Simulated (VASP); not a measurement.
These are PBE GGA, VASP's PBE PAW potentials (set 64) (plane waves; VASP 6.6.1) values and carry that method's errors.

Input for VASP

### INCAR
```
SYSTEM = SiMo3
PREC = Accurate
ENCUT = 300
EDIFF = 1E-6
NELM = 100
ALGO = Normal
LREAL = .FALSE.
LASPH = .TRUE.
ISMEAR = -1
SIGMA = 0.136
GGA = PE
LMAXMIX = 4
LWAVE = .FALSE.
LCHARG = .FALSE.
ISIF = 2
```

KPOINTS:
```
Automatic mesh
0
Gamma
5 5 5
```

### POSCAR
```
SiMo3
1
    4.8897000000     0.0000000000     0.0000000000
    0.0000000000     4.8897000000     0.0000000000
    0.0000000000     0.0000000000     4.8897000000
Si Mo
2 6
Direct
  0.5000000000   0.5000000000   0.5000000000
  0.0000000000   0.0000000000   0.0000000000
  0.0000000000   0.5000000000   0.2500000000
  0.0000000000   0.5000000000   0.7500000000
  0.2500000000   0.0000000000   0.5000000000
  0.7500000000   0.0000000000   0.5000000000
  0.5000000000   0.2500000000   0.0000000000
  0.5000000000   0.7500000000   0.0000000000
```

POTCAR, in this order: Si Mo_sv (PBE.64 set). Program: vasp_std.

Output of the run:

**OUTCAR**
```
 ion  position               nearest neighbor table
   1  0.500  0.500  0.500-   3 2.73   4 2.73   5 2.73   6 2.73   7 2.73   8 2.73   7 2.73   8 2.73
                             5 2.73   6 2.73   3 2.73   4 2.73
   2  0.000  0.000  0.000-   3 2.73   4 2.73   5 2.73   6 2.73   7 2.73   8 2.73   5 2.73   6 2.73
                             3 2.73   4 2.73   7 2.73   8 2.73
   3  0.000  0.500  0.250-   4 2.44   4 2.44   1 2.73   2 2.73   2 2.73   1 2.73   8 2.99   5 2.99
                             6 2.99   5 2.99   6 2.99   7 2.99   7 2.99   8 2.99
   4  0.000  0.500  0.750-   3 2.44   3 2.44   1 2.73   2 2.73   2 2.73   1 2.73   8 2.99   5 2.99
                             6 2.99   5 2.99   6 2.99   7 2.99   7 2.99   8 2.99
   5  0.250  0.000  0.500-   6 2.44   6 2.44   1 2.73   2 2.73   1 2.73   2 2.73   8 2.99   4 2.99
                             7 2.99   8 2.99   3 2.99   3 2.99   4 2.99   7 2.99
   6  0.750  0.000  0.500-   5 2.44   5 2.44   1 2.73   2 2.73   1 2.73   2 2.73   8 2.99   4 2.99
                             7 2.99   8 2.99   3 2.99   3 2.99   4 2.99   7 2.99
   7  0.500  0.250  0.000-   8 2.44   8 2.44   1 2.73   1 2.73   2 2.73   2 2.73   3 2.99   4 2.99
                             5 2.99   6 2.99   5 2.99   6 2.99   3 2.99   4 2.99
   8  0.500  0.750  0.000-   7 2.44   7 2.44   1 2.73   1 2.73   2 2.73   2 2.73   3 2.99   4 2.99
                             5 2.99   6 2.99   5 2.99   6 2.99   3 2.99   4 2.99
  LATTYP: Found a simple cubic cell.
 ALAT       =     4.8897000000
 Subroutine PRICEL returns:
 Original cell was already a primitive cell.
 Subroutine GETGRP returns: Found 48 space group operations
The static configuration has the point symmetry T_h .
 The point group associated with its full space group is O_h .
The dynamic configuration has the point symmetry T_h .
 Subroutine INISYM returns: Found 48 space group operations
 Subroutine IBZKPT returns following result:
 Found     10 irreducible k-points:

 Following reciprocal coordinates:
            Coordinates               Weight
  0.000000  0.000000  0.000000      1.000000
  0.200000  0.000000  0.000000      6.000000
  0.400000  0.000000  0.000000      6.000000
  0.200000  0.200000  0.000000     12.000000
  0.400000  0.200000  0.000000     24.000000
  0.400000  0.400000  0.000000     12.000000
  0.200000  0.200000  0.200000      8.000000
  0.400000  0.200000  0.200000     24.000000
  0.400000  0.400000  0.200000     24.000000
  0.400000  0.400000  0.400000      8.000000
   k-points           NKPTS =     10   k-points in BZ     NKDIM =     10   number of bands    NBANDS=     55
   number of dos      NEDOS =    301   number of ions     NIONS =      8
   total plane-waves  NPLWV =  21952
   dimension x,y,z NGX =    28 NGY =   28 NGZ =   28
   dimension x,y,z NGXF=    56 NGYF=   56 NGZF=   56
   ions per type =               2   6
   PREC   = accura    normal or accurate (medium, high low for compatibility)
   ISTART =      0    job   : 0-new  1-cont  2-samecut
   ICHARG =      2    charge: 1-file 2-atom 10-const
   ISPIN  =      1    spin polarized calculation?
   LNONCOLLINEAR =      F non collinear calculations
   LSORBIT =      F    spin-orbit coupling
   INIWAV =      1    electr: 0-lowe 1-rand  2-diag
   ENCUT  =  300.0 eV  22.05 Ry    4.70 a.u.   6.91  6.91  6.91*2*pi/ulx,y,z
   NELM   =    100;   NELMIN=  2; NELMDL= -5     # of ELM steps
   EDIFF  = 0.1E-05   stopping-criterion for ELM
   LREAL  =      F    real-space projection
   NLSPLINE    = F    spline interpolate recip. space projectors
   LMAXMIX     =    4 max onsite mixed and CHGCAR
   VOSKOWN=      0    Vosko Wilk Nusair interpolation
   EDIFFG = 0.1E-04   stopping-criterion for IOM
   NSW    =      0    number of steps for IOM
   NBLOCK =      1;   KBLOCK =      1    inner block; outer block
   IBRION =     -1    ionic relax: 0-MD 1-quasi-New 2-CG
   NFREE  =      0    steps in history (QN), initial steepest desc. (CG)
   ISIF   =      2    stress and relaxation
   ISYM   =      2    0-nonsym 1-usesym 2-fastsym
   TEIN   =    0.0    initial temperature
   TEBEG  =    0.0;   TEEND  =   0.0 temperature during run
   SMASS  =  -3.00    Nose mass-parameter (am)
   PSTRESS=    0.0 pullay stress
   NELECT =      92.0000    total number of electrons
   EFERMI =   0.00;   METHOD = LEGACY
   ISMEAR =    -1;   SIGMA  =   0.14  broadening in eV -4-tet -1-fermi 0-gaus
...
```

**OSZICAR**
```
       N       E                     dE             d eps       ncg     rms          rms(c)
DAV:   1     0.803315942298E+03    0.80332E+03   -0.43323E+04  1220   0.115E+03
DAV:   2    -0.455915830251E+02   -0.84891E+03   -0.82678E+03  1258   0.428E+02
DAV:   3    -0.823735136250E+02   -0.36782E+02   -0.35654E+02  1416   0.768E+01
DAV:   4    -0.831717269545E+02   -0.79821E+00   -0.79061E+00  1336   0.939E+00
DAV:   5    -0.831888475273E+02   -0.17121E-01   -0.17085E-01  1331   0.129E+00    0.417E+01
DAV:   6    -0.794813109855E+02    0.37075E+01   -0.13783E+01  1229   0.169E+01    0.118E+01
DAV:   7    -0.791997160666E+02    0.28159E+00   -0.89951E-01  1400   0.406E+00    0.340E+00
DAV:   8    -0.791489317789E+02    0.50784E-01   -0.12895E-01  1261   0.119E+00    0.578E-01
DAV:   9    -0.791478918218E+02    0.10400E-02   -0.73329E-03  1328   0.281E-01    0.308E-01
DAV:  10    -0.791478336319E+02    0.58190E-04   -0.70463E-04  1418   0.155E-01    0.124E-01
DAV:  11    -0.791478478961E+02   -0.14264E-04   -0.34515E-05  1288   0.318E-02    0.241E-02
DAV:  12    -0.791478422854E+02    0.56107E-05   -0.12444E-05  1251   0.204E-02    0.412E-03
DAV:  13    -0.791478420804E+02    0.20498E-06   -0.24907E-07   784   0.217E-03
   1 F= -.79147842E+02 E0= -.79042070E+02  d E =-.211544E+00
```

File OUTCAR:
```
------------------------ aborting loop because EDIFF is reached ----------------------------------------
  FORCE on cell =-STRESS in cart. coord.  units (eV):
  Direction    XX          YY          ZZ          XY          YZ          ZX
  --------------------------------------------------------------------------------------
  Total        1.7315355      1.7315355      1.7315355     -0.0000000      0.0000000      0.0000000
  in kB       23.7298690     23.7298690     23.7298690     -0.0000000      0.0000000      0.0000000
  external PRESSURE =      23.7298690 kB  Pullay stress =       0.0000000 kB
  volume of cell :      116.91
      direct lattice vectors                 reciprocal lattice vectors
     4.889700000  0.000000000  0.000000000     0.204511524  0.000000000  0.000000000
     0.000000000  4.889700000  0.000000000     0.000000000  0.204511524  0.000000000
     0.000000000  0.000000000  4.889700000     0.000000000  0.000000000  0.204511524
 POSITION                                       TOTAL-FORCE (eV/Angst)
 -----------------------------------------------------------------------------------
      2.44485      2.44485      2.44485        -0.000000     -0.000000      0.000000
      0.00000      0.00000      0.00000        -0.000000     -0.000000      0.000000
      0.00000      2.44485      1.22243         0.000000      0.000000      0.000000
      0.00000      2.44485      3.66728        -0.000000     -0.000000     -0.000000
      1.22243      0.00000      2.44485        -0.000000      0.000000     -0.000000
      3.66728      0.00000      2.44485         0.000000      0.000000      0.000000
      2.44485      1.22243      0.00000         0.000000     -0.000000     -0.000000
      2.44485      3.66728      0.00000         0.000000      0.000000      0.000000
 -----------------------------------------------------------------------------------
    total drift:                                0.000000      0.000000     -0.000000
  FREE ENERGIE OF THE ION-ELECTRON SYSTEM (eV)
  ---------------------------------------------------
  free  energy   TOTEN  =       -79.1478420804 eV

  energy  without entropy=      -78.9362983102  energy(sigma->0) =      -79.04207020
```
(Selected blocks of OUTCAR.)

At this cut-off the stress carries a Pulay error, which pulls relaxed volumes low.

The structure comes from a computed database's SiMo3 entry (Pm-3n); how it stands against other phases isn't given here. The cell was not relaxed at this level.
